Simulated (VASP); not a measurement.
## MoS2 (Molybdenite): how cutoff and mesh change the relaxed cell

How far does the relaxed cell of MoS2 (Molybdenite) depend on cutoff and k mesh? The starting structure is a measured crystal structure from the Crystallography Open Database. The first relaxation on each setting starts from this cell expanded by 3 % in volume.

Calculated with VASP 6.6.1; Kohn-Sham DFT with plane waves and PAW; PBEsol.

## Step 1: Set-up

Symmetry: P6_3/mmc, No. 194, hexagonal system. Conventional cell: a = 3.161 Å, b = 3.161 Å, c = 12.295 Å, α = 90.00°, β = 90.00°, γ = 120.00°. Mo has 6 S at 2.37 Å nearest. S has 3 Mo at 2.37 Å nearest. Farther neighbours and most contacts between anions are not listed.

Coordinates:

```
Mo S
1.0
     3.16100    0.00000    0.00000
    -1.58050    2.73751    0.00000
     0.00000    0.00000   12.29500
Mo S
2 4
Direct
  0.66667 0.33333 0.75000
  0.33333 0.66667 0.25000
  0.66667 0.33333 0.37250
  0.33333 0.66667 0.87250
  0.66667 0.33333 0.12750
  0.33333 0.66667 0.62750
```

## Step 2: Reference relaxation

This run starts from the cell of an earlier relaxation, which isn't shown; the restart sets up the plane waves anew.

INCAR reads:

```
SYSTEM = MoS2
PREC = Accurate
ENCUT = 450
EDIFF = 1E-06
NELM = 100
ISMEAR = 0
SIGMA = 0.03
LREAL = .FALSE.
ALGO = Normal
GGA = PS
NBANDS = 32
LASPH = .TRUE.
LORBIT = 11
LWAVE = .FALSE.
LCHARG = .FALSE.
KPAR = 8
IBRION = 2
NSW = 50
ISIF = 3
EDIFFG = -0.006
```

POSCAR reads:

```
MoS2
1.0
    3.1410146667      0.0000000000      0.0000000000
   -1.5705073333      2.7201984951      0.0000000000
    0.0000000000      0.0000000000     12.5316732549
Mo S
2 4
Direct
    0.6666666667      0.3333333333      0.7500000000
    0.3333333333      0.6666666667      0.2500000000
    0.6666666667      0.3333333333      0.3744115973
    0.3333333333      0.6666666667      0.8744115973
    0.6666666667      0.3333333333      0.1255884027
    0.3333333333      0.6666666667      0.6255884027
```

KPOINTS reads:

```
Automatic mesh
0
Gamma
9 9 2
0 0 0
```

PAW data sets: Mo_sv and S (PBE family, release 64).

Launch:

```
mpirun -np 8 vasp_std
```

The program printed:

```text
[banner, memory and clock lines left out]
running    8 mpi-ranks, on    1 nodes
 distrk:  each k-point on    1 cores,    8 groups
 distr:  one band on    1 cores,    1 groups

 POSCAR found type information on POSCAR MoS
 POSCAR found :  2 types and       6 ions
|                                                                             |
|           W    W    AA    RRRRR   N    N  II  N    N   GGGG   !!!           |
|           W    W   A  A   R    R  NN   N  II  NN   N  G    G  !!!           |
|           W    W  A    A  R    R  N N  N  II  N N  N  G       !!!           |
|           W WW W  AAAAAA  RRRRR   N  N N  II  N  N N  G  GGG   !            |
|           WW  WW  A    A  R   R   N   NN  II  N   NN  G    G                |
|           W    W  A    A  R    R  N    N  II  N    N   GGGG   !!!           |
|                                                                             |
|     For optimal performance we recommend to set                             |
|       NCORE = 2 up to number-of-cores-per-socket                            |
|     NCORE specifies how many cores store one orbital (NPAR=cpu/NCORE).      |
|     This setting can greatly improve the performance of VASP for DFT.       |
|     The default, NCORE=1 might be grossly inefficient on modern             |
|     multi-core architectures or massively parallel machines. Do your        |
|     Unfortunately you need to use the default for GW and RPA                |
|     calculations (for HF NCORE is supported but not extensively tested      |
|     yet).                                                                   |
|                                                                             |

|                                                                             |
|               ----> ADVICE to this user running VASP <----                  |
|                                                                             |
|     You enforced a specific xc type in the INCAR file but a different       |
|     [... a line on the potential file left out ...]
|     I HOPE YOU KNOW WHAT YOU ARE DOING!                                     |
|                                                                             |

 LDA part: xc-table for (Slater+PW92), standard interpolation
 POSCAR, INCAR and KPOINTS ok, starting setup
 FFT: planning ... GRIDC
 FFT: planning ... GRID_SOFT
 FFT: planning ... GRID
 WAVECAR not read
 entering main loop
       N       E                     dE             d eps       ncg     rms          rms(c)
DAV:   1     0.408699154466E+03    0.40870E+03   -0.27583E+04  1728   0.138E+03
DAV:   2    -0.275979393091E+02   -0.43630E+03   -0.42434E+03  1888   0.368E+02
DAV:   3    -0.493237865713E+02   -0.21726E+02   -0.21563E+02  1968   0.737E+01
DAV:   4    -0.497797190820E+02   -0.45593E+00   -0.45515E+00  1888   0.108E+01
DAV:   5    -0.497906413851E+02   -0.10922E-01   -0.10916E-01  1968   0.159E+00    0.368E+01
DAV:   6    -0.476126464198E+02    0.21780E+01   -0.17977E+01  1688   0.237E+01    0.128E+01
DAV:   7    -0.472529997989E+02    0.35965E+00   -0.79749E+00  1704   0.148E+01    0.841E+00
DAV:   8    -0.469027907958E+02    0.35021E+00   -0.13817E+00  1888   0.671E+00    0.297E+00
DAV:   9    -0.469125142937E+02   -0.97235E-02   -0.14724E-01  2008   0.181E+00    0.136E+00
DAV:  10    -0.469041179169E+02    0.83964E-02   -0.57778E-02  1864   0.141E+00    0.319E-01
DAV:  11    -0.469039684378E+02    0.14948E-03   -0.25334E-03  1992   0.290E-01    0.166E-01
DAV:  12    -0.469038940220E+02    0.74416E-04   -0.29753E-04  1872   0.902E-02    0.816E-02
DAV:  13    -0.469038934247E+02    0.59729E-06   -0.18392E-04  2064   0.682E-02    0.165E-02
DAV:  14    -0.469038930855E+02    0.33925E-06   -0.18864E-05  1840   0.251E-02    0.205E-02
DAV:  15    -0.469038936966E+02   -0.61112E-06   -0.23733E-06  1608   0.826E-03
   1 F= -.46903894E+02 E0= -.46903894E+02  d E =-.469039E+02
 curvature:   0.00 expect dE= 0.000E+00 dE for cont linesearch  0.000E+00
 trial: gam= 0.00000 g(F)=  0.225E-06 g(S)=  0.555E-05 ort = 0.000E+00 (trialstep = 0.100E+01)
 search vector abs. value=  0.577E-05
 reached required accuracy - stopping structural energy minimisation
```

Elapsed: 21 s, on 8 MPI ranks of Intel Xeon Platinum 8259CL at 2.50GHz (Skylake/Cascade Lake), shared host; peak memory 2 GiB.

The logs omit lines about the potential files and the build; timing stands in the text.

Parts of OUTCAR (step 2):

```text
ion  position               nearest neighbor table
   1  0.667  0.333  0.750-   4 2.39   6 2.39   4 2.39   6 2.39   4 2.39   6 2.39
   2  0.333  0.667  0.250-   3 2.39   5 2.39   3 2.39   5 2.39   3 2.39   5 2.39
   3  0.667  0.333  0.374-   2 2.39   2 2.39   2 2.39
   4  0.333  0.667  0.874-   1 2.39   1 2.39   1 2.39
   5  0.667  0.333  0.126-   2 2.39   2 2.39   2 2.39
   6  0.333  0.667  0.626-   1 2.39   1 2.39   1 2.39

  LATTYP: Found a hexagonal cell.
 ALAT       =     3.1410146667
 C/A-ratio  =     3.9896895063

 Subroutine GETGRP returns: Found 24 space group operations
 (whereof 12 operations were pure point group operations)

The static configuration has the point symmetry D_3d.
 The point group associated with its full space group is D_6h.

 Found     24 irreducible k-points:

   k-points           NKPTS =     24   k-points in BZ     NKDIM =     24   number of bands    NBANDS=     32

   dimension x,y,z NGX =    24 NGY =   24 NGZ =   90
   dimension x,y,z NGXF=    48 NGYF=   48 NGZF=  180

   ENCUT  =  450.0 eV  33.07 Ry    5.75 a.u.   5.43  5.43 21.68*2*pi/ulx,y,z

   NELECT =      52.0000    total number of electrons

 k-points in reciprocal lattice and weights: Automatic mesh
   0.00000000  0.00000000  0.00000000       0.006
   0.11111111  0.00000000  0.00000000       0.037
   0.22222222 -0.00000000  0.00000000       0.037
   0.33333333  0.00000000  0.00000000       0.037
   0.44444444 -0.00000000  0.00000000       0.037
   0.11111111  0.11111111  0.00000000       0.037
   0.22222222  0.11111111  0.00000000       0.074
   0.33333333  0.11111111  0.00000000       0.074
   0.44444444  0.11111111  0.00000000       0.037
[...]
0.33333333  0.22222222  0.50000000       0.074
   0.33333333  0.33333333  0.50000000       0.012

 average (electrostatic) potential at core
       1 -74.5158       2 -74.5158       3 -84.5339       4 -84.5339       5 -84.5339
       6 -84.5339

 E-fermi :   7.4797

 k-point     1 :       0.0000    0.0000    0.0000
  band No.  band energies     occupation
    ...
     22       5.2825      2.00000
     23       5.2825      2.00000
     24       6.0291      2.00000
     25       6.1805      2.00000
     26       7.3260      2.00000
     27       9.6028      0.00000
     28       9.6028      0.00000
     29       9.6240      0.00000
     30       9.6240      0.00000
     31       9.8154      0.00000
    ...

 k-point     2 :       0.1111    0.0000    0.0000
  band No.  band energies     occupation
    ...
     22       4.9927      2.00000
     23       5.3867      2.00000
     24       6.1957      2.00000
     25       6.2851      2.00000
     26       7.0060      2.00000
     27       9.3550      0.00000
     28       9.3951      0.00000
     29       9.4918      0.00000
     30       9.5897      0.00000
     31       9.6022      0.00000
    ...

 k-point     3 :       0.2222   -0.0000    0.0000
  band No.  band energies     occupation
    ...
     22       4.8531      2.00000
     23       5.1893      2.00000
     24       5.9129      2.00000
     25       5.9998      2.00000
     26       6.1732      2.00000
     27       8.6575      0.00000
     28       9.1855      0.00000
     29       9.3639      0.00000
     30       9.4420      0.00000
     31       9.4450      0.00000
    ...

  Total       -0.0123441     -0.0123441     -0.0196226     -0.0000000      0.0000000     -0.0000000
  in kB       -0.1847101     -0.1847101     -0.2936214     -0.0000000      0.0000000     -0.0000000
  external PRESSURE =      -0.2210139 kB  Pullay stress =       0.0000000 kB

  energy-cutoff  :      450.00
  volume of cell :      107.07
      direct lattice vectors                 reciprocal lattice vectors
     3.141014667  0.000000000  0.000000000     0.318368459  0.183810116  0.000000000
    -1.570507333  2.720198495  0.000000000     0.000000000  0.367620231  0.000000000
     0.000000000  0.000000000 12.531673255     0.000000000  0.000000000  0.079797804

 POSITION                                       TOTAL-FORCE (eV/Angst)
 -----------------------------------------------------------------------------------
      1.57051      0.90673      9.39875        -0.000000     -0.000000      0.000000
     -0.00000      1.81347      3.13292         0.000000      0.000000      0.000000
      1.57051      0.90673      4.69200         0.000000      0.000000      0.001080
     -0.00000      1.81347     10.95784        -0.000000     -0.000000      0.001080
      1.57051      0.90673      1.57383         0.000000      0.000000     -0.001080
     -0.00000      1.81347      7.83967        -0.000000      0.000000     -0.001080
 -----------------------------------------------------------------------------------
    total drift:                               -0.000000      0.000000     -0.000000

  FREE ENERGIE OF THE ION-ELECTRON SYSTEM (eV)
  ---------------------------------------------------
  free  energy   TOTEN  =       -46.9038936966 eV

  energy  without entropy=      -46.9038936966  energy(sigma->0) =      -46.90389370

 reached required accuracy - stopping structural energy minimisation

 total charge
# of ion       s       p       d       tot
------------------------------------------
    1        2.300   6.231   3.993  12.524
    2        2.300   6.231   3.993  12.524
    3        1.358   2.326   0.000   3.684
    4        1.358   2.326   0.000   3.684
    5        1.358   2.326   0.000   3.684
    6        1.358   2.326   0.000   3.684
--------------------------------------------------
tot         10.032  21.765   7.986  39.783

[... 3 further parts left out ...]
```

CONTCAR:

```
MoS2
   1.00000000000000
     3.1410146666999998    0.0000000000000000    0.0000000000000000
    -1.5705073332999999    2.7201984951000000    0.0000000000000000
     0.0000000000000000    0.0000000000000000   12.5316732548999994
  Mo              S
     2     4
Direct
     0.6666666667000030    0.3333333332999970    0.7500000000000000
     0.3333333332999970    0.6666666667000030    0.2500000000000000
     0.6666666667000030    0.3333333332999970    0.3744115973000035
     0.3333333332999970    0.6666666667000030    0.8744115972999964
     0.6666666667000030    0.3333333332999970    0.1255884026999965
     0.3333333332999970    0.6666666667000030    0.6255884027000036
```

The PAW data sets were made with PBE, which is usual practice but a small mismatch for other functionals. The run keeps the 24 symmetry operations of its start, so it cannot find a distortion of lower symmetry.

The reference relaxation ends at 17.845 Å³ an atom. Pressures at 0.985 and 1.015 times this volume, from two more relaxations that aren't shown, give a bulk modulus of 20.0 GPa.

## Step 3: Relaxation with a cutoff of 260 eV

Against step 2 the input has ENCUT = 260. This run starts from the cell of an earlier relaxation, which isn't shown; the restart sets up the plane waves anew.

Edit INCAR of step 2 so:

```diff
@@ -2,3 +2,3 @@
 PREC = Accurate
-ENCUT = 450
+ENCUT = 260
 EDIFF = 1E-06
```

POSCAR reads:

```
MoS2
1.0
    3.1321404072      0.0000000000      0.0000000000
   -1.5660702036      2.7125131609      0.0000000000
    0.0000000000      0.0000000000     12.1341987165
Mo S
2 4
Direct
    0.6666666667      0.3333333333      0.7500000000
    0.3333333333      0.6666666667      0.2500000000
    0.6666666667      0.3333333333      0.3786318999
    0.3333333333      0.6666666667      0.8786318999
    0.6666666667      0.3333333333      0.1213681001
    0.3333333333      0.6666666667      0.6213681001
```

KPOINTS is that of step 2.

Launch:

```
mpirun -np 8 vasp_std
```

The program printed:

```text
[banner, memory and clock lines left out]
running    8 mpi-ranks, on    1 nodes
[...]
[... a notice as in an earlier step ...]

 [... a notice as in an earlier step ...]

 LDA part: xc-table for (Slater+PW92), standard interpolation
 POSCAR, INCAR and KPOINTS ok, starting setup
[...]
entering main loop
       N       E                     dE             d eps       ncg     rms          rms(c)
DAV:   1     0.272810021041E+03    0.27281E+03   -0.21501E+04  1880   0.911E+02
DAV:   2    -0.366412509976E+02   -0.30945E+03   -0.30135E+03  1984   0.292E+02
DAV:   3    -0.494058666145E+02   -0.12765E+02   -0.12673E+02  1920   0.549E+01
DAV:   4    -0.496490526746E+02   -0.24319E+00   -0.24280E+00  1880   0.748E+00
[...]
DAV:  13    -0.468228922519E+02    0.48407E-05   -0.18935E-04  2040   0.681E-02    0.205E-02
DAV:  14    -0.468228912283E+02    0.10236E-05   -0.20705E-05  1840   0.259E-02    0.248E-02
DAV:  15    -0.468228912697E+02   -0.41341E-07   -0.16481E-06  1496   0.676E-03
   1 F= -.46822891E+02 E0= -.46822891E+02  d E =-.468229E+02
[... from here on, the cycles between the ionic steps are left out ...]
   2 F= -.46819891E+02 E0= -.46819891E+02  d E =0.300013E-02
   3 F= -.46824420E+02 E0= -.46824420E+02  d E =-.152885E-02
   4 F= -.46825529E+02 E0= -.46825529E+02  d E =-.110846E-02
   5 F= -.46825766E+02 E0= -.46825766E+02  d E =-.134556E-02
   6 F= -.46826682E+02 E0= -.46826682E+02  d E =-.916646E-03
   7 F= -.46827366E+02 E0= -.46827366E+02  d E =-.160016E-02
[...]
reached required accuracy - stopping structural energy minimisation
```

The job ended after 32 s (8 MPI ranks; peak memory 1.4 GiB).

Parts of OUTCAR (step 3):

```text
  Total       -0.0070030     -0.0070030      0.0002069      0.0000000      0.0000000      0.0000000
  in kB       -0.1103659     -0.1103659      0.0032602      0.0000000      0.0000000      0.0000000
  external PRESSURE =      -0.0724906 kB  Pullay stress =       0.0000000 kB

 POSITION                                       TOTAL-FORCE (eV/Angst)
 -----------------------------------------------------------------------------------
      1.56272      0.90224      9.01291         0.000000      0.000000      0.000000
     -0.00000      1.80448      3.00430        -0.000000     -0.000000      0.000000
      1.56272      0.90224      4.56674         0.000000      0.000000      0.001629
     -0.00000      1.80448     10.57534        -0.000000     -0.000000      0.001629
      1.56272      0.90224      1.44187         0.000000      0.000000     -0.001629
     -0.00000      1.80448      7.45048        -0.000000     -0.000000     -0.001629
 -----------------------------------------------------------------------------------
    total drift:                               -0.000000      0.000000     -0.000000

  FREE ENERGIE OF THE ION-ELECTRON SYSTEM (eV)
  ---------------------------------------------------
  free  energy   TOTEN  =       -46.8273658437 eV

  energy  without entropy=      -46.8273658437  energy(sigma->0) =      -46.82736584

[... 2 parts as in an earlier step ...]

[... 2 further parts left out ...]
[key lines of the parts left out:]
E-fermi :   8.4419
```

With a cutoff of 260 eV the cell ends at 16.944 Å³ an atom, -5.05 % from the reference, a by -0.5 % and c by -4.1 %, and since the restart alone still moved it by -1.4 % it may not have settled; the bulk modulus is 56.8 GPa against 20.0 GPa.

(Part 1 of 2 ends here.)

[Lines on the potential files, build, host, timing and source positions are cut from VASP's logs without a mark.]

[Logs are printed without paths, hosts, clocks, repeated set-up lines and the standing remarks that a program may print on its own settings, such as how far it seeks lower states.]

[Hosts, paths, dates, database ids (printed as entryN), source tags and the programs' standing remarks are cut or masked in the printed files.]
